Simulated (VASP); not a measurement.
Here is the system:

```
CELL_PARAMETERS angstrom
      3.06359     0.00000     0.00000
      0.00000     4.33258     0.00000
      0.00000     0.00000    24.19970
ATOMIC_POSITIONS crystal
  Ti 0.00000 0.00000 0.34175
  Ti 0.50000 0.50000 0.40505
  Ti 0.00000 0.00000 0.46835
  Ti 0.50000 0.50000 0.53165
  Ti 0.00000 0.00000 0.59495
  Ti 0.50000 0.50000 0.65824
  C  0.50000 0.00000 0.40505
  C  0.00000 0.50000 0.34175
  C  0.50000 0.00000 0.53165
  C  0.00000 0.50000 0.46835
  C  0.50000 0.00000 0.65824
  C  0.00000 0.50000 0.59495
```

Calculation: r2SCAN meta-GGA, VASP's PBE PAW potentials (set 64) (plane waves; VASP 6.6.1). Run with PREC = Normal, EDIFF = 1E-5, 450 eV cut-off, 9×7×1 Γ-centred mesh, first-order Methfessel-Paxton smearing of 0.10 eV, potentials Ti_sv C.

Q: The ions are relaxed. What does this cell relax into?

A: 
```
CELL_PARAMETERS angstrom
      3.06359     0.00000     0.00000
      0.00000     4.33258     0.00000
      0.00000     0.00000    24.19970
ATOMIC_POSITIONS crystal
  Ti 0.00000 0.00000 0.34797
  Ti 0.50000 0.50000 0.40266
  Ti 0.00000 0.00000 0.47078
  Ti 0.50000 0.50000 0.52922
  Ti 0.00000 0.00000 0.59734
  Ti 0.50000 0.50000 0.65203
  C  0.50000 0.00000 0.40238
  C  0.00000 0.50000 0.34369
  C  0.50000 0.00000 0.53029
  C  0.00000 0.50000 0.46971
  C  0.50000 0.00000 0.65631
  C  0.00000 0.50000 0.59762
```

Q: How much energy does the relaxation gain?

A: The energy (σ→0) changes by -49.8 meV/atom, in 13 ionic steps.

The cell is a thin slab with vacuum, built from TiC (rock salt): (110) face.
